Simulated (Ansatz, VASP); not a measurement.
Hf2TiN3 in VASP and in Ansatz

The input INCAR:

```
SYSTEM = Hf2TiN3
PREC = Accurate
ENCUT = 520
EDIFF = 1E-6
ISMEAR = 0
SIGMA = 0.2
LREAL = .FALSE.
LASPH = .TRUE.
NELM = 80
ALGO = Normal
ISIF = 2
LWAVE = .FALSE.
LCHARG = .FALSE.
GGA = PE
NBANDS = 59
```

File KPOINTS:

```
regular mesh
0
G
  12 12 2
  0 0 0
```

File POSCAR:

```
Hf2TiN3
1.0
    3.0953762942      0.0000000289      0.0000000000
   -1.5476881721      2.6806744906      0.0000000000
    0.0000000000      0.0000000000     16.0501979000
Hf Ti N
4 2 6
Direct
    0.6666666667      0.3333333333      0.0860730000
    0.6666666667      0.3333333333      0.4139270000
    0.3333333333      0.6666666667      0.9139270000
    0.3333333333      0.6666666667      0.5860730000
    0.6666666667      0.3333333333      0.7500000000
    0.3333333333      0.6666666667      0.2500000000
    0.0000000000      0.0000000000      0.8292410000
    0.0000000000      0.0000000000      0.1707590000
    0.0000000000      0.0000000000      0.5000000000
    0.0000000000      0.0000000000      0.0000000000
    0.0000000000      0.0000000000      0.3292410000
    0.0000000000      0.0000000000      0.6707590000
```

Input for Ansatz:

```yaml
crystal:
  lattice:
    - [3.0953762942, 2.89e-08, 0.0]
    - [-1.5476881721, 2.6806744906, 0.0]
    - [0.0, 0.0, 16.0501979]
  atoms:
    - { symbol: Hf, position: [0.6666666667, 0.3333333333, 0.086073] }
    - { symbol: Hf, position: [0.6666666667, 0.3333333333, 0.413927] }
    - { symbol: Hf, position: [0.3333333333, 0.6666666667, 0.913927] }
    - { symbol: Hf, position: [0.3333333333, 0.6666666667, 0.586073] }
    - { symbol: Ti, position: [0.6666666667, 0.3333333333, 0.75] }
    - { symbol: Ti, position: [0.3333333333, 0.6666666667, 0.25] }
    - { symbol: "N", position: [0.0, 0.0, 0.829241] }
    - { symbol: "N", position: [0.0, 0.0, 0.170759] }
    - { symbol: "N", position: [0.0, 0.0, 0.5] }
    - { symbol: "N", position: [0.0, 0.0, 0.0] }
    - { symbol: "N", position: [0.0, 0.0, 0.329241] }
    - { symbol: "N", position: [0.0, 0.0, 0.670759] }
basis:
  ecutwfc: 420
kpoints:
  mp_grid: { grid: [12, 12, 2] }
hamiltonian:
  xc: pbe
scf:
  occupations: { method: gaussian, width: 0.2 }
  lower_state_search: "off"
output:
  forces: true
  stress: true
  eigenvalues: true
```

Alike in both runs: task single point; functional PBE; k mesh 12 × 12 × 2; occupations gaussian, width 0.2 eV; no spin polarisation.

```csv
,VASP,Ansatz
version,VASP 6.6.1,Ansatz 0.2.0
potentials or method,"VASP PAW PBE potentials, release 64 (Hf_pv, Ti_sv, N)","scalar-relativistic, plane waves, PAW"
plane-wave cutoff (eV),520,420
valence electrons in the cell,94,158
```

Ansatz gave:

```
gap on the k mesh at the Fermi level (eV)       : none
pressure (GPa)                                  : 0.1
largest component of the traceless stress (GPa) : 0.06
rms of the force components (eV/Å)              : 0.001
```

Problem. What did VASP give for the same quantities?

Solution. gap on the k mesh at the Fermi level (eV): none; pressure (GPa): -1.5; largest component of the traceless stress (GPa): 0.05; rms of the force components (eV/Å): 0.039.

Atom by atom the forces differ by 0.040 eV/Å (rms over components). A gap of «none» marks a metal or a gap that the smearing closes. The functional is the same, so the differences come from potentials, cutoffs and numerics. The two sets of potentials don't hold the same shells in valence.

Spin-orbit coupling is left out, which matters for the levels of Hf.
